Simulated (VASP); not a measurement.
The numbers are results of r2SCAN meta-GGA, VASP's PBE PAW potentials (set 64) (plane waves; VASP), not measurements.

The input files of a VASP run:

**INCAR**
```
SYSTEM  =  BiSb
PREC  =  Accurate; ENCUT  =  400; LREAL  =  .FALSE.
LASPH  =  .TRUE.
EDIFF  =  1E-6; NELM  =  100; ALGO  =  Normal
LMAXMIX  =  4; LMIXTAU  =  .TRUE.
ISMEAR  =  0; SIGMA  =  0.05
METAGGA  =  R2SCAN
IBRION  =  2; NSW  =  60; ISIF  =  3
EDIFFG  =  -0.01
LWAVE  =  .FALSE.; LCHARG  =  .FALSE.
```

KPOINTS:
```
Regular mesh
0
gamma
  7 7 7
```

File POSCAR:
```
BiSb
1.0
  2.2262950000   1.2853520000   3.9751500000
 -2.2262950000   1.2853520000   3.9751500000
  0.0000000000  -2.5707040000   3.9751500000
Sb Bi
1 1
Cart
 -0.0000000000  -0.0000000000   9.1590675872
  0.0000000000  -0.0000000000   2.7662273820
```

POTCAR, in this order: Sb Bi_d (PBE.64 set). Program: vasp_std.

The resulting files:

OSZICAR:
```
       N       E                     dE             d eps       ncg     rms          rms(c)
DAV:   1     0.637142554333E+02    0.63714E+02   -0.90809E+03  1232   0.121E+03
DAV:   2    -0.780648130925E+02   -0.14178E+03   -0.13981E+03  1364   0.321E+02
DAV:   3    -0.880597233134E+02   -0.99949E+01   -0.98547E+01  1544   0.992E+01
DAV:   4    -0.883116651087E+02   -0.25194E+00   -0.25190E+00  1618   0.182E+01
DAV:   5    -0.883165901053E+02   -0.49250E-02   -0.49250E-02  1594   0.196E+00    0.193E+00
DAV:   6    -0.844022984358E+02    0.39143E+01   -0.11927E+00  1478   0.195E+01    0.145E+00
DAV:   7    -0.840795645339E+02    0.32273E+00   -0.45213E-01  1244   0.622E+00    0.112E+00
DAV:   8    -0.842294356700E+02   -0.14987E+00   -0.19183E-01  1232   0.242E+00    0.618E-01
DAV:   9    -0.842111948239E+02    0.18241E-01   -0.97247E-02  1238   0.199E+00    0.382E-01
DAV:  10    -0.842390723934E+02   -0.27878E-01   -0.52771E-02  1232   0.154E+00    0.155E-01
DAV:  11    -0.842372337929E+02    0.18386E-02   -0.40265E-03  1334   0.497E-01    0.842E-02
DAV:  12    -0.842369197452E+02    0.31405E-03   -0.40568E-03  1244   0.509E-01    0.277E-02
DAV:  13    -0.842381649300E+02   -0.12452E-02   -0.49808E-04  1280   0.195E-01    0.326E-02
DAV:  14    -0.842382930975E+02   -0.12817E-03   -0.24762E-04  1286   0.157E-01    0.160E-02
DAV:  15    -0.842386513657E+02   -0.35827E-03   -0.47184E-04  1244   0.238E-01    0.182E-02
DAV:  16    -0.842386545308E+02   -0.31651E-05   -0.11537E-05  1412   0.339E-02    0.104E-02
DAV:  17    -0.842386814961E+02   -0.26965E-04   -0.21740E-05  1244   0.380E-02    0.457E-03
DAV:  18    -0.842386880486E+02   -0.65526E-05   -0.15105E-05  1328   0.307E-02    0.316E-03
DAV:  19    -0.842386886457E+02   -0.59708E-06   -0.41281E-06  1250   0.216E-02
   1 F= -.84238689E+02 E0= -.84238689E+02  d E =-.842387E+02
       N       E                     dE             d eps       ncg     rms          rms(c)
DAV:   1    -0.842450131400E+02   -0.63251E-02   -0.20849E-01  1520   0.714E+00    0.426E-01
DAV:   2    -0.842398243953E+02    0.51887E-02   -0.12360E-02  1514   0.180E+00    0.185E-01
DAV:   3    -0.842386515010E+02    0.11729E-02   -0.53330E-03  1820   0.113E+00    0.265E-02
DAV:   4    -0.842387203667E+02   -0.68866E-04   -0.57159E-04  1244   0.225E-01    0.157E-02
DAV:   5    -0.842387699247E+02   -0.49558E-04   -0.34038E-04  1232   0.150E-01    0.116E-02
DAV:   6    -0.842387896240E+02   -0.19699E-04   -0.20932E-05  1348   0.392E-02    0.732E-03
DAV:   7    -0.842388313232E+02   -0.41699E-04   -0.79811E-05  1232   0.767E-02    0.300E-03
DAV:   8    -0.842388329293E+02   -0.16061E-05   -0.26905E-06  1340   0.142E-02    0.191E-03
DAV:   9    -0.842388342401E+02   -0.13108E-05   -0.10522E-06   886   0.112E-02    0.899E-04
DAV:  10    -0.842388342472E+02   -0.71477E-08   -0.10874E-06   862   0.997E-03
   2 F= -.84238834E+02 E0= -.84238834E+02  d E =-.145602E-03
       N       E                     dE             d eps       ncg     rms          rms(c)
DAV:   1    -0.842396976964E+02   -0.86346E-03   -0.27188E-02  1520   0.261E+00    0.153E-01
DAV:   2    -0.842390363687E+02    0.66133E-03   -0.15835E-03  1520   0.645E-01    0.664E-02
DAV:   3    -0.842388804372E+02    0.15593E-03   -0.70224E-04  1820   0.407E-01    0.967E-03
DAV:   4    -0.842388852182E+02   -0.47810E-05   -0.78413E-05  1256   0.839E-02    0.560E-03
DAV:   5    -0.842388918965E+02   -0.66782E-05   -0.44046E-05  1244   0.535E-02    0.415E-03
DAV:   6    -0.842388942545E+02   -0.23581E-05   -0.26421E-06   886   0.143E-02    0.270E-03
DAV:   7    -0.842388980992E+02   -0.38447E-05   -0.94608E-06  1244   0.258E-02    0.106E-03
DAV:   8    -0.842388982663E+02   -0.16709E-06   -0.30922E-07   646   0.502E-03
   3 F= -.84238898E+02 E0= -.84238898E+02  d E =-.209621E-03
       N       E                     dE             d eps       ncg     rms          rms(c)
DAV:   1    -0.842391503570E+02   -0.25226E-03   -0.99355E-03  1292   0.893E-01    0.715E-02
DAV:   2    -0.842390110381E+02    0.13932E-03   -0.36081E-04  1474   0.290E-01    0.444E-02
DAV:   3    -0.842389458813E+02    0.65157E-04   -0.14901E-04  1676   0.237E-01    0.571E-03
DAV:   4    -0.842389520314E+02   -0.61501E-05   -0.54380E-05  1250   0.771E-02    0.308E-03
DAV:   5    -0.842389609702E+02   -0.89388E-05   -0.13534E-05  1244   0.350E-02    0.143E-03
DAV:   6    -0.842389628362E+02   -0.18661E-05   -0.10983E-06   916   0.107E-02    0.567E-04
DAV:   7    -0.842389629493E+02   -0.11307E-06   -0.24975E-07   646   0.491E-03
   4 F= -.84238963E+02 E0= -.84238963E+02  d E =-.646830E-04
```

**OUTCAR**
```
------------------------ aborting loop because EDIFF is reached ----------------------------------------
  FORCE on cell =-STRESS in cart. coord.  units (eV):
  Direction    XX          YY          ZZ          XY          YZ          ZX
  --------------------------------------------------------------------------------------
  Total        0.0196610      0.0196610     -0.0190470      0.0000000      0.0000000      0.0000000
  in kB        0.4631886      0.4631886     -0.4487231      0.0000000      0.0000000      0.0000000
  external PRESSURE =       0.1592181 kB  Pullay stress =       0.0000000 kB
  volume of cell :       68.01
      direct lattice vectors                 reciprocal lattice vectors
     2.225798331  1.285065248  3.962745008     0.224638501  0.129695101  0.084116776
    -2.225798331  1.285065248  3.962745008    -0.224638501  0.129695101  0.084116776
     0.000000000 -2.570130496  3.962745008     0.000000000 -0.259390201  0.084116776
 POSITION                                       TOTAL-FORCE (eV/Angst)
 -----------------------------------------------------------------------------------
      0.00000      0.00000      9.13173        -0.000000     -0.000000     -0.004569
      0.00000      0.00000      2.75635         0.000000      0.000000      0.004569
 -----------------------------------------------------------------------------------
    total drift:                                0.000000      0.000000     -0.000868
  FREE ENERGIE OF THE ION-ELECTRON SYSTEM (eV)
  ---------------------------------------------------
  free  energy   TOTEN  =       -84.2389629493 eV

  energy  without entropy=      -84.2389629462  energy(sigma->0) =      -84.23896295

 reached required accuracy - stopping structural energy minimisation
```
(Selected blocks of OUTCAR.)

**CONTCAR**
```
BiSb
   1.00000000000000
     2.2257983305189346    1.2850652477532232    3.9627450082514950
    -2.2257983305189346    1.2850652477532232    3.9627450082514950
     0.0000000000000000   -2.5701304955064463    3.9627450082514950
  Sb              Bi
     1     1
Direct
     0.7681318695216784    0.7681318695216784    0.7681318695216784
     0.2318551304783259    0.2318551304783259    0.2318551304783259
```

The structure comes from a computed database's BiSb entry (R3m); how it stands against other phases isn't given here. This run relaxes it. Symmetry was kept, so distortions that lower it aren't found.
